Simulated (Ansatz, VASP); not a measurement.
## SrNb in two plane-wave programs

One calculation is typed for both programs; each brings its own data sets. How far apart do they land? The cell is generated by rule, not measured, and may not be a known phase. The cell is taken from a series of runs on this material, whose earlier steps may have relaxed, scaled, displaced or heated it; both programs get it as it stands.

Method: plane waves, with VASP 6.6.1 beside it; zone-centre phonons at PBE, in Ansatz 0.2.0.

The structure was built from a prototype and need not be the compound's stable phase.

## Step 1: Set-up

Symmetry: Pm-3m, No. 221, cubic system. Conventional cell: a = 3.829 Å, b = 3.829 Å, c = 3.829 Å, α = 90.00°, β = 90.00°, γ = 90.00°. Nb has 8 Sr at 3.32 Å nearest. Nearest to Sr lie 8 Nb at 3.32 Å. Farther neighbours are not listed.

## Step 2: Ansatz: zone-centre phonons, PBE

Ansatz runs on norm-conserving files, of PseudoDojo where its log says so.

Second derivatives magnify differences that forces hide, and they need a tight electronic threshold.

input.yaml

```yaml
crystal:
  lattice:
    - [3.829259062, 0.0, 0.0]
    - [0.0, 3.829259062, 0.0]
    - [0.0, 0.0, 3.829259062]
  atoms:
    - { symbol: Nb, position: [0.0, 0.0, 0.0] }
    - { symbol: Sr, position: [0.5, 0.5, 0.5] }
kpoints:
  mp_grid: { grid: [8, 8, 8] }
hamiltonian:
  xc: pbe
  pseudopotentials: { kind: nc, accuracy: standard }
scf:
  occupations: { method: methfessel_paxton, width: 0.27211 }
output:
  eigenvalues: true
phonons:
  method: dfpt
  qmesh: [2, 2, 2]
  temperatures: { t_max: 1000, t_step: 50 }
  qpath:
    path:
      - [[0.0, 0.0, 0.0], [0.0, 0.5, 0.0], [0.5, 0.5, 0.0], [0.0, 0.0, 0.0], [0.5, 0.5, 0.5], [0.0, 0.5, 0.0]]
      - [[0.5, 0.5, 0.5], [0.5, 0.5, 0.0]]
    npoints: 12
```

Command:

```sh
$ ansatz run input.yaml --threads 4 --pin off --max-ram 8192MiB --backend cpu --events-out ev --progress --plain --runs-dir out
```

Numbers of over 12 decimals in the logs are rounded to 6 here.

Log:

```text
Engine: ansatz 0.2.0, aarch64-unknown-linux-gnu
Pseudopotentials: kind: nc
Pseudopotential: Nb, nc, valence charge 13, recommended cutoff 1115.666836 eV (normal), Nb.nc.azcp (PseudoDojo's, or run here from an input of PseudoDojo's; its table is named by hamiltonian.pseudopotentials.accuracy)
Pseudopotential: Sr, nc, valence charge 10, recommended cutoff 925.187132 eV (normal), Sr.nc.azcp (PseudoDojo's, or run here from an input of PseudoDojo's; its table is named by hamiltonian.pseudopotentials.accuracy)
Functional definition: PBE
  parameter kappa = 0.804
  parameter beta = 0.066725
  exchange = pbe_x(kappa = kappa, mu = beta*pi^2/3)
  correlation = pbe_c(beta = beta)
Crystal: 2 atoms, lattice volume = 56.149 Å³
Basis set: ecut = 1115.666836 eV, 4729 PW (Γ), exchange–correlation on 90×90×90 points (8 copies of the dense FFT grid, shifted against one another)
Bands: 16, of which v1, the nominal top of the filled ones, is band 12 counted from 1 (11 counted from 0)
Symmetry: 48 space group operations
k-points: 35 of 512
Non-local potential: Nb, projectors of the file, l = 0: 2, l = 1: 2, l = 2: 2
Non-local potential: Sr, projectors of the file, l = 0: 2, l = 1: 2, l = 2: 2
Initial density: superposition of atomic densities (chi_scale 0.1, normalization cell, long waves kept (reshape's long-wave potential 0.00 eV rms))
Initial wavefunctions: pseudopotential atomic-orbital guess
Functional: x = pbe(κ = 0.804, μ = 0.219515), c = pbe(β = 0.066725)
SCF iter   1: F=—  HF=-2626.105265 eV  |F-HF|=—  |Δ(HF+E_count)|=         —  Δρ=9.62e-2  dr2=1.21e1  ethr=3.10e-3  ⟨swp⟩=6.5  Hψ=3388  notcnv=0
preconditioner: auto → Kerker (q_TF=auto, 2.351 Å⁻¹)  [metal: Δε(μ)=0.011 eV  Ē_g=3.115 eV  σ=0.272 eV  W_gap=0.03  n_scr=18 (ndim 8)  ℏωp=13.1 eV  f_vac=0.000  D(μ)=4.67/eV (n_scr^D=56)]
SCF iter   2: F=—  HF=-2623.577796 eV  |F-HF|=—  |Δ(HF+E_count)|=    2.53e0  S|Δr|=    0.00e0  Δρ=2.32e-2  dr2=6.89e-1  ethr=3.10e-3  ⟨swp⟩=3.2  Hψ=1511  notcnv=0  defer=1
SCF iter   3: F=—  HF=-2623.450386 eV  |F-HF|=—  |Δ(HF+E_count)|=   1.27e-1  S|Δr|=    0.00e0  Δρ=7.24e-3  dr2=1.62e-2  ethr=2.99e-3  ⟨swp⟩=2.3  Hψ=810  notcnv=0
SCF iter   4: F=—  HF=-2623.449647 eV  |F-HF|=—  |Δ(HF+E_count)|=   7.39e-4  S|Δr|=    0.00e0  Δρ=2.84e-3  dr2=5.98e-3  ethr=7.03e-5  ⟨swp⟩=2.0  Hψ=1049  notcnv=0
SCF iter   5: F=—  HF=-2623.448288 eV  |F-HF|=—  |Δ(HF+E_count)|=   1.36e-3  S|Δr|=    0.00e0  Δρ=3.69e-4  dr2=3.93e-5  ethr=2.60e-5  ⟨swp⟩=2.1  Hψ=723  notcnv=0
SCF iter   6: F=—  HF=-2623.448323 eV  |F-HF|=—  |Δ(HF+E_count)|=   3.50e-5  S|Δr|=    0.00e0  Δρ=4.54e-5  dr2=1.50e-6  ethr=1.71e-7  ⟨swp⟩=2.3  Hψ=983  notcnv=0
SCF iter   7: F=—  HF=-2623.448287 eV  |F-HF|=—  |Δ(HF+E_count)|=   3.65e-5  S|Δr|=    0.00e0  Δρ=2.48e-5  dr2=3.65e-7  ethr=6.53e-9  ⟨swp⟩=2.0  Hψ=817  notcnv=0
SCF iter   8: F=—  HF=-2623.448287 eV  |F-HF|=—  |Δ(HF+E_count)|=   7.68e-8  S|Δr|=    0.00e0  Δρ=4.31e-6  dr2=1.21e-8  ethr=1.59e-9  ⟨swp⟩=2.8  Hψ=957  notcnv=0
SCF iter   9: F=—  HF=-2623.448287 eV  |F-HF|=—  |Δ(HF+E_count)|=   1.94e-9  S|Δr|=    0.00e0  Δρ=1.78e-6  dr2=2.32e-9  ethr=5.26e-11  ⟨swp⟩=2.5  Hψ=932  notcnv=0
SCF iter  10: F=-2623.448287 eV  HF=-2623.448287 eV  |F-HF|=4.55e-12  |Δ(HF+E_count)|=  6.79e-10  S|Δr|=    0.00e0  Δρ=1.11e-7  dr2=5.13e-12  ethr=1.00e-12  ⟨swp⟩=7.8  Hψ=4335  notcnv=0
SCF 1 converged in 10 iterations: F = -2623.448287 eV  dr2 = 5.13e-12
phonons: the bands overlap, so this run is a metal and interpolates without the dipole-dipole term. If the crystal is really an insulator or semiconductor, its LO-TO splitting is missing
NSCF: frozen V_eff on 35 k-points
NSCF: frozen V_eff on 75 k-points
DFPT response loops at q = (0, 0, 0) (fractional): preconditioner auto → Kerker (q_TF=auto, 2.351 Å⁻¹) (partly filled bands, converged f_vac=0.000); β = 1.00, the filter's whole step (`scf.mixing.beta` (0.50) is not read by the response loops under this deck's `scf.mixing.preconditioner`; to damp them name `kerker` or `kerker_dos`, under which they read `scf.mixing.beta`, and type it under 1.00, their step now; both keys bind the ground state too); Broyden in place of MSR1
NSCF: frozen V_eff on 250 k-points
DFPT response loops at q = (0, 0, -0.5) (fractional): mixed as the last ones told, above
NSCF: frozen V_eff on 250 k-points
DFPT response loops at q = (0, -0.5, -0.5) (fractional): mixed as the last ones told, above
NSCF: frozen V_eff on 150 k-points
DFPT response loops at q = (-0.5, -0.5, -0.5) (fractional): mixed as the last ones told, above
SCF converged after 10 iterations
Stability not checked: this state was not tested for a lower state beside it, because cold or Methfessel-Paxton smearing, or corrected tetrahedra, fill the levels in a way that the test cannot read (fill_not_monotonic; see scf.lower_state_search)
Free energy (F): -2623.448287 eV
Harris-Foulkes:  -2623.448287 eV  (|F-HF|=4.55e-12)
Internal energy: -2623.460440 eV  (E = F + TS)
E sigma→0 (E₀):  -2623.451325 eV
Entropy (-TS):   0.012153 eV (6.077 meV/atom)
Fermi energy:    10.752230 eV
--- Per-component energies (eV) ---
  E_band       = -224.944769
  E_kinetic    = 746.642217
  E_local      = -1732.426756  (includes V_loc(G=0)·N_el)
  E_nonlocal   = 346.671036
  E_hartree    = 424.411315
  E_xc         = -581.686870
  E_vxc        = -434.653931  (∫ρ·V_xc dr)
  E_ewald      = -1827.071381
  E_smearing   = 0.012153  (= −TS)
  E_closure    = 0.000000  (closes the sum)
  Σ components = -2623.448287   (vs F -2623.448287, Δ=0.00e0)
--- Band table (eV; the first three rows and the last of 35) ---
  k-point 0: bands = [... 8 lower, 6.3440, 9.0135, 9.0135, 11.5710, 11.5710, 11.5710, 15.0975, 15.0975]
  k-point 1: bands = [... 8 lower, 6.5864, 9.1149, 9.1713, 11.5167, 11.5167, 11.6195, 14.7731, 15.0802]
  k-point 2: bands = [... 8 lower, 7.2606, 9.3955, 9.5287, 11.3985, 11.3985, 11.7436, 14.0174, 14.5203]
  k-point 34: bands = [... 8 lower, 10.3817, 10.3817, 10.3817, 11.2553, 11.2553, 11.2553, 12.7712, 12.7712]
--- Phonons (Γ-DFPT): 2 representative perturbations + reference (Σ response iterations 6) ---
  ASR residual: 4.958e-5 → 0.000e0 eV/Å²; symmetrization residual: 5.658e-6 eV/Å²
  ASR residual per site (eV/Å²): 4.36e-6 4.96e-5
  Γ frequencies (cm⁻¹): 0.00 0.00 0.00 157.29 157.29 157.29
--- Phonons (arbitrary-q DFPT): 4 irreducible q on the 2×2×2 mesh ---
  q = [0.0000, 0.0000, 0.0000] (star 1, of the zone-centre solve; hermiticity 2.76e-6, symmetrization 1.91e-14): -0.00 -0.00 0.00 157.29 157.29 157.29
  q = [0.0000, 0.0000, -0.5000] (star 3, 4 solved perturbations in 400 linear systems a pass and spin channel, the states on 125 of 512 k-point pairs; hermiticity 8.14e-14, symmetrization 1.57e-13, the responses' own estimated error 2.9e-4 eV/Å²): -107.41 100.50 100.50 101.46 101.46 135.36
  q = [0.0000, -0.5000, -0.5000] (star 3, 4 solved perturbations in 400 linear systems a pass and spin channel, the states on 125 of 512 k-point pairs; hermiticity 3.39e-6, symmetrization 2.01e-14, the responses' own estimated error 2.5e-4 eV/Å²): -133.57 -133.57 82.81 118.51 147.59 147.59
  q = [-0.5000, -0.5000, -0.5000] (star 1, 2 solved perturbations on 75 of 512 k-point pairs; hermiticity 7.89e-14, symmetrization 9.04e-13, the responses' own estimated error 2.4e-4 eV/Å²): -118.42 -118.42 -118.42 121.63 121.63 121.63
  sum rule: each row above includes the acoustic sum rule's correction from the zone centre's row sums; it moved no ω² by more than (0.39 cm⁻¹)²
  mesh force constants: q→R imaginary residual 3.01e-17; ASR residual 4.958e-5 → 0.000e0 eV/Å²; symmetrization residual 3.553e-15 eV/Å²
  interpolated dispersion: 74 rows × 6 modes
  density of states and harmonic sums: on the 16×16×16 q-mesh, interpolated from the force constants of a 2×2×2 supercell (no non-analytic term)
  largest difference from the sums on the solved wave vectors: F 5.85e-2 eV, S 6.31e-5 and C_V 2.10e-5 eV/K
  zero-point energy: 0.028615 eV/cell   skipped modes (ω ≤ 0): 306, of them read as no rigid motion or as one in doubt: 303 (1.819e0 modes/cell left out, lowest -133.57 cm⁻¹)   left out of the sums: 3.03e-1 of the cell's modes: C_V's classical limit lies that fraction below 3 k_B per atom; for a crystal, a wire or a layer, F and S can be off by more, and a phonons.interpolated_qmesh denser along its periods is the remedy for the sampling
```

[end of part 1 of 2]

[Lines on the potential files, build, host, timing and source positions are cut from VASP's logs without a mark.]

[Logs are printed without paths, hosts, clocks, repeated set-up lines and the standing remarks that a program may print on its own settings, such as how far it seeks lower states.]

[Hosts, paths, dates, database ids (printed as entryN), source tags and the programs' standing remarks are cut or masked in the printed files.]
